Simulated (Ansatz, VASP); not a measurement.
# Cross-check of K4Mg2Al8Si17O50 between VASP and Ansatz

Wanted: the spread between two codes on one cell, functional and k mesh. Of the first pair: The structure shown is frame 67 of Ansatz's trajectory.

Main program and level: Ansatz 0.2.0; plane waves, with VASP 6.6.1 beside it; single point at PBE.

**1. The starting structure**

The cell holds 81 atoms: 17 Si, 8 Al, 4 K, 2 Mg and 50 O. Its edges and angles: a = 10.459 Å, b = 10.459 Å, c = 10.459 Å, α = 90.0°, β = 90.0°, γ = 90.0°. As first built, before any earlier steps moved the atoms (in the runner's words): 81 atoms (17 Si, 8 Al, 4 K, 2 Mg, 50 O) placed at random at 2.46 g/cm^3, melted at 4000 K for 10 ps at fixed volume with the Morse and Coulomb pair potential with partial charges (Pedone, Malavasi, Menziani, Cormack and Segre, J. Phys. Chem. B 110, 11780 (2006)). Snapshot at the end of a hold of 10 ps at 2500 K and fixed volume.

**2. Ansatz: dynamics, PBE**

Ansatz runs on its default PAW (the set named soft_2) files.

One frame of this run of dynamics is then solved in both programs, so the motion causes no difference.

input.yaml reads:

```yaml
crystal:
  lattice:
    - [10.4587, 0.0, 0.0]
    - [0.0, 10.4587, 0.0]
    - [0.0, 0.0, 10.4587]
  atoms:
    - { symbol: Si, position: [0.53615, 0.21093, 0.90943] }
    - { symbol: Si, position: [0.14998, 0.69054, 0.41949] }
    - { symbol: Si, position: [0.58086, 0.90827, 0.97442] }
    - { symbol: Si, position: [0.44661, 0.6721, 0.51467] }
    - { symbol: Si, position: [0.84232, 0.86239, 0.58412] }
    - { symbol: Si, position: [0.83365, 0.20145, 0.88569] }
    - { symbol: Si, position: [0.43848, 0.72261, 0.7871] }
    - { symbol: Si, position: [0.70525, 0.51544, 0.14474] }
    - { symbol: Si, position: [0.68344, 0.75084, 0.37199] }
    - { symbol: Si, position: [0.05065, 0.34586, 0.10469] }
    - { symbol: Si, position: [0.3958, 0.38065, 0.41902] }
    - { symbol: Si, position: [0.26058, 0.00037, 0.77962] }
    - { symbol: Si, position: [0.0599, 0.83805, 0.12121] }
    - { symbol: Si, position: [0.21966, 0.09116, 0.09168] }
    - { symbol: Si, position: [0.73262, 0.97139, 0.19181] }
    - { symbol: Si, position: [0.43808, 0.48486, 0.13768] }
    - { symbol: Si, position: [0.60078, 0.31295, 0.64032] }
    - { symbol: Al, position: [0.82439, 0.16259, 0.57253] }
    - { symbol: Al, position: [0.84361, 0.25511, 0.24654] }
    - { symbol: Al, position: [0.34841, 0.75351, 0.11538] }
    - { symbol: Al, position: [0.1943, 0.58657, 0.96912] }
    - { symbol: Al, position: [0.10738, 0.38752, 0.4492] }
    - { symbol: Al, position: [0.08021, 0.23849, 0.72396] }
    - { symbol: Al, position: [0.26209, 0.30183, 0.96771] }
    - { symbol: Al, position: [0.92495, 0.91341, 0.83511] }
    - { symbol: K, position: [0.42224, 0.09089, 0.46226] }
    - { symbol: K, position: [0.69393, 0.63138, 0.70105] }
    - { symbol: K, position: [0.11457, 0.07993, 0.43255] }
    - { symbol: K, position: [0.81926, 0.48319, 0.43818] }
    - { symbol: Mg, position: [0.09178, 0.73371, 0.69725] }
    - { symbol: Mg, position: [0.92751, 0.57284, 0.92446] }
    - { symbol: O, position: [0.67903, 0.63217, 0.26301] }
    - { symbol: O, position: [0.84565, 0.8271, 0.71392] }
    - { symbol: O, position: [0.24615, 0.06804, 0.91877] }
    - { symbol: O, position: [0.52491, 0.27535, 0.76133] }
    - { symbol: O, position: [0.44909, 0.5308, 0.45027] }
    - { symbol: O, position: [0.31592, 0.4629, 0.04864] }
    - { symbol: O, position: [0.6639, 0.88815, 0.30983] }
    - { symbol: O, position: [0.07317, 0.48978, 0.06264] }
    - { symbol: O, position: [0.38078, 0.6401, 0.88764] }
    - { symbol: O, position: [0.21516, 0.10865, 0.68625] }
    - { symbol: O, position: [0.25783, 0.34276, 0.41463] }
    - { symbol: O, position: [0.02761, 0.30716, 0.23732] }
    - { symbol: O, position: [0.31645, 0.07564, 0.19674] }
    - { symbol: O, position: [0.08897, 0.61634, 0.84637] }
    - { symbol: O, position: [0.76331, 0.40402, 0.22492] }
    - { symbol: O, position: [0.43561, 0.65307, 0.66268] }
    - { symbol: O, position: [0.16601, 0.24311, 0.07327] }
    - { symbol: O, position: [0.13515, 0.96608, 0.1229] }
    - { symbol: O, position: [0.08833, 0.54549, 0.41765] }
    - { symbol: O, position: [0.89513, 0.22762, 0.73839] }
    - { symbol: O, position: [0.42521, 0.36731, 0.25044] }
    - { symbol: O, position: [0.54771, 0.05029, 0.88022] }
    - { symbol: O, position: [0.80431, 0.58859, 0.04379] }
    - { symbol: O, position: [0.16164, 0.3356, 0.83215] }
    - { symbol: O, position: [0.87328, 0.20846, 0.38777] }
    - { symbol: O, position: [0.06569, 0.77497, 0.52298] }
    - { symbol: O, position: [0.10784, 0.73786, 0.26554] }
    - { symbol: O, position: [0.83557, 0.04216, 0.87818] }
    - { symbol: O, position: [0.48862, 0.31637, 0.53282] }
    - { symbol: O, position: [0.69157, 0.92058, 0.06416] }
    - { symbol: O, position: [0.56854, 0.75338, 0.49553] }
    - { symbol: O, position: [0.96805, 0.85958, 0.98086] }
    - { symbol: O, position: [0.17884, 0.72491, 0.0467] }
    - { symbol: O, position: [0.67662, 0.22456, 0.9263] }
    - { symbol: O, position: [0.56405, 0.49106, 0.07656] }
    - { symbol: O, position: [0.46248, 0.86524, 0.04298] }
    - { symbol: O, position: [0.31376, 0.71689, 0.45393] }
    - { symbol: O, position: [0.55712, 0.80002, 0.8463] }
    - { symbol: O, position: [0.89353, 0.92081, 0.20112] }
    - { symbol: O, position: [0.74527, 0.12232, 0.19224] }
    - { symbol: O, position: [0.86884, 0.00457, 0.58474] }
    - { symbol: O, position: [0.42892, 0.24078, 0.98142] }
    - { symbol: O, position: [0.70787, 0.40547, 0.64779] }
    - { symbol: O, position: [0.80499, 0.76669, 0.47872] }
    - { symbol: O, position: [0.32013, 0.87324, 0.77335] }
    - { symbol: O, position: [0.08302, 0.92421, 0.77368] }
    - { symbol: O, position: [0.66971, 0.16933, 0.5793] }
    - { symbol: O, position: [0.40698, 0.64183, 0.19174] }
    - { symbol: O, position: [0.94153, 0.28232, 0.97264] }
    - { symbol: O, position: [0.05788, 0.31355, 0.57684] }
kpoints:
  mp_grid: { grid: [1, 1, 1] }
hamiltonian:
  xc: pbe
scf:
  occupations: { method: fixed }
output:
  forces: true
  stress: true
md:
  timestep: 1.0
  n_steps: 200
  ensemble: nve
  temperature: 600
  initial_velocities: maxwell_boltzmann
  seed: 343
```

Started as:

```sh
$ ansatz run input.yaml --threads 4 --pin off --max-ram 8192MiB --backend cpu --events-out ev --progress --plain --runs-dir out
```

Numbers of over 12 decimals in the logs are rounded to 6 here.

Log:

```text
Warning: md: disabling space-group detection — thermal motion breaks the input geometry's symmetry, so no spatial operation reduces the k-mesh or symmetrises the density; time reversal is kept, so that k and −k are solved as one point where they differ and the mesh holds both, and exact exchange and, on two spinor components, a DFT+U term hold to it where the run has them: on two components no moment then forms, and  [...]
Warning: output.stress: scf.convergence.dr2_threshold = 8.1e-8 eV (the default of an md: trajectory) is looser than the 8.1e-9 eV advised for a printed stress (1e-10 eV for each atom of the cell: 81). What an SCF threshold leaves in a stress goes as its square root, and in the free energy as the threshold itself, and one threshold admits the most on a small cell: [figures from the program's tests cut] Set scf.converg [...]
Engine: ansatz 0.2.0, aarch64-unknown-linux-gnu
Pseudopotentials: kind: paw
Pseudopotential: Si, paw, valence charge 4, recommended cutoff 420 eV (normal), Si.paw.azcp
Pseudopotential: Al, paw, valence charge 3, recommended cutoff 420 eV (normal), Al.paw.azcp
Pseudopotential: K, paw, valence charge 9, recommended cutoff 420 eV (normal), K.paw.azcp
Pseudopotential: Mg, paw, valence charge 10, recommended cutoff 420 eV (normal), Mg.paw.azcp
Pseudopotential: O, paw, valence charge 6, recommended cutoff 420 eV (normal), O.paw.azcp
Functional definition: PBE
  parameter kappa = 0.804
  parameter beta = 0.066725
  exchange = pbe_x(kappa = kappa, mu = beta*pi^2/3)
  correlation = pbe_c(beta = beta)
Crystal: 81 atoms, lattice volume = 1144.019 Å³
Basis set: ecut = 420 eV, 22335 PW (Γ), exchange–correlation on 144×144×144 points (8 copies of the dense FFT grid, shifted against one another)
Bands: 305, of which v1, the nominal top of the filled ones, is band 224 counted from 1 (223 counted from 0)
Symmetry: 1 space group operations
k-points: 1
Non-local potential: Si, projectors of the file, l = 0: 2, l = 1: 2, l = 2: 2
Non-local potential: Al, projectors of the file, l = 0: 2, l = 1: 2, l = 2: 1
Non-local potential: K, projectors of the file, l = 0: 3, l = 1: 2, l = 2: 2
Non-local potential: Mg, projectors of the file, l = 0: 3, l = 1: 2, l = 2: 1
Non-local potential: O, projectors of the file, l = 0: 2, l = 1: 2, l = 2: 1
PAW form: soft (Blöchl's): semilocal exchange-correlation on the pseudo side does not see the compensation charge
PAW one-centre angular grid: Si, 110 points (default); XC on 64 Gauss nodes
PAW one-centre angular grid: Al, 110 points (default); XC on 64 Gauss nodes
PAW one-centre angular grid: K, 110 points (default); XC on 64 Gauss nodes
PAW one-centre angular grid: Mg, 110 points (default); XC on 64 Gauss nodes
PAW one-centre angular grid: O, 110 points (default); XC on 64 Gauss nodes
Initial density: superposition of atomic densities (neutral atoms: chi_scale 0, normalization atom), corrected by the library's trained network
Initial wavefunctions: pseudopotential atomic-orbital guess
Functional: x = pbe(κ = 0.804, μ = 0.219515), c = pbe(β = 0.066725)
SCF iter   1: F=—  HF=-53536.520763 eV  |F-HF|=—  |Δ(HF+E_count)|=         —  Δρ=4.01e-3  dr2=3.21e-1  ethr=1.77e-3  ⟨swp⟩=5.0  Hψ=1070  notcnv=0  defer=79
preconditioner: auto → Resta (q_TF=auto, 2.334 Å⁻¹)  ε∞=3.2  [insulator: Δε(μ)=1.292 eV  Ē_g=15.209 eV  n_scr=250 (ndim 8)  ℏωp=22.6 eV  f_vac=0.143  ε∞_Penn≈3.2]
SCF iter   2: F=—  HF=-53536.465673 eV  |F-HF|=—  |Δ(HF+E_count)|=   5.51e-2  Δρ=2.34e-3  dr2=7.50e-2  ethr=7.15e-5  ⟨swp⟩=2.0  Hψ=481  notcnv=0  defer=79
SCF iter   3: F=—  HF=-53536.455065 eV  |F-HF|=—  |Δ(HF+E_count)|=   1.06e-2  Δρ=9.89e-4  dr2=2.53e-2  ethr=1.67e-5  ⟨swp⟩=2.0  Hψ=398  notcnv=0  defer=65
automatic band count: iteration 3 solves 291 bands in place of 305: the levels show a gap, and the empty bands left out lie too high to hold charge; the band table lists the bands solved (type scf.n_extra_bands for more)
[...]
automatic band count: iteration 1 solves 291 bands in place of 305: the levels show a gap, and the empty bands left out lie too high to hold charge; the band table lists the bands solved (type scf.n_extra_bands for more)
md step   196: t =   196.00 fs  T =  2131.3 K  F+E_penalty+E_count = -53552.34125501 eV  E_kin = 22.039579 eV  conserved = -53530.30167597 eV  P_inst = -0.4696 GPa  (4 SCF iters)
[...]
md step   197: t =   197.00 fs  T =  2163.9 K  F+E_penalty+E_count = -53552.68151868 eV  E_kin = 22.376726 eV  conserved = -53530.30479310 eV  P_inst = -0.3782 GPa  (4 SCF iters)
[...]
md step   198: t =   198.00 fs  T =  2195.2 K  F+E_penalty+E_count = -53553.00713693 eV  E_kin = 22.699629 eV  conserved = -53530.30750755 eV  P_inst = -0.2920 GPa  (4 SCF iters)
[...]
md step   199: t =   199.00 fs  T =  2220.8 K  F+E_penalty+E_count = -53553.27446810 eV  E_kin = 22.964795 eV  conserved = -53530.30967287 eV  P_inst = -0.1961 GPa  (4 SCF iters)
[...]
md step   200: t =   200.00 fs  T =  2237.4 K  F+E_penalty+E_count = -53553.44771517 eV  E_kin = 23.136055 eV  conserved = -53530.31165981 eV  P_inst = -0.0764 GPa  (9 SCF iters)
SCF converged after 9 iterations
Free energy (F): -53553.447715 eV
Harris-Foulkes:  -53553.447715 eV  (|F-HF|=1.36e-8)
Internal energy: -53553.447715 eV  (E = F + TS)
E sigma→0 (E₀):  -53553.447715 eV
Fermi energy:    3.598175 eV
--- Per-component energies (eV) ---
  E_band       = -2617.138227
  E_kinetic    = 10981.267476
  E_local      = -32299.564573  (includes V_loc(G=0)·N_el)
  E_nonlocal   = 3114.702642
  E_hartree    = 12077.292217
  E_xc         = -5572.337834
  E_vxc        = -6506.512360  (∫ρ·V_xc dr)
  E_paw        = -24100.381256  (= ΣΔE_a)
  E_vpaw       = -2061.743435  (= ΣTr[D̂ρ^β])
  E_aug_tail   = 0.125492  (compensation charges beyond the density's cutoff)
  E_ewald      = -17754.551880
  E_smearing   = -0.000000  (= −TS)
  E_closure    = 0.000000  (closes the sum)
  Σ components = -53553.447715   (vs F -53553.447715, Δ=0.00e0)
--- Forces (eV/Å), atoms counted from 1 ---
  atom   1  Si     0.57866133     0.64616557    -1.14103927
  atom   2  Si     1.12065043     0.90800024     3.17378834
  atom   3  Si     1.90623961     0.52224218    -0.21127930
  atom   4  Si    -1.83178746     0.21218310    -3.44522882
  atom   5  Si     0.25969901    -2.38149904     1.25021837
  atom   6  Si    -0.08609623    -2.73845119    -0.80549941
  atom   7  Si    -0.74671477     1.83417610     1.88545591
  atom   8  Si    -0.54140382     0.45963573    -6.49553642
  atom   9  Si    -0.12047344     1.36544939    -0.83463186
  atom  10  Si    -2.28309321    -0.48045235     1.28205049
  atom  11  Si     1.28817815     0.28953125    -0.50798172
  atom  12  Si    -1.47484240    -1.78456341    -0.02892723
  atom  13  Si    -0.75331934     2.45526406    -0.48391628
  atom  14  Si    -1.13183918     0.95014015     2.50816860
  atom  15  Si     4.39979969    -1.18744917     1.34982719
  atom  16  Si     1.17323635     0.83928910     3.58641984
  atom  17  Si    -3.23663275    -7.19624217    -2.56049540
  atom  18  Al     2.91057638     5.16263835    -0.27937756
  atom  19  Al     2.25017676    -2.14724004     0.99700793
  atom  20  Al    -1.33366845     1.40913970    -2.93462764
  atom  21  Al    -2.17061043     0.96560574     1.01682614
  atom  22  Al    -0.86718902     1.24091910    -2.15925300
  atom  23  Al     0.85106221    -0.65628029     2.20707481
  atom  24  Al    -2.13075122    -1.18609799     0.22210588
[...]
atom  74  O      1.74161681     7.68313689     1.17711178
  atom  75  O      0.90525157     0.19500343    -1.48474848
  atom  76  O     -2.55591510     0.32833338    -0.75140759
  atom  77  O      4.47772639     1.87186003     0.30172916
  atom  78  O     -4.16226623     1.68257779    -0.48258844
  atom  79  O      2.27317621    -1.29698213    -1.19869341
  atom  80  O      2.42114087     0.50502814     1.17960123
  atom  81  O      0.01978036     1.36260983    -2.14719824
  max |Σ_I F_I| component: 1.05e-4 eV/Å
--- Stress (GPa, compression-positive) ---
       -3.846333      -0.708038      -2.108585
       -0.708039      -1.903721       0.123405
       -2.108585       0.123400      -1.040545
  P = ⅓ Tr σ = -2.2635 GPa (-22.635 kbar)
--- MD trajectory: 200 steps, t = 0.0 → 200.0 fs ---
  final state: T = 2237.4 K   F+E_penalty+E_count = -53553.44771517 eV   E_kin = 23.136055 eV
  conserved energy: peak-to-peak 9.402e-2 eV (1.161e-3 eV/atom) over 200.0 fs
```

(Continued in part 2 of 4.)

[Lines on the potential files, build, host, timing and source positions are cut from VASP's logs without a mark.]

[Logs are printed without paths, hosts, clocks, repeated set-up lines and the standing remarks that a program may print on its own settings, such as how far it seeks lower states.]

[Hosts, paths, dates, database ids (printed as entryN), source tags and the programs' standing remarks are cut or masked in the printed files.]
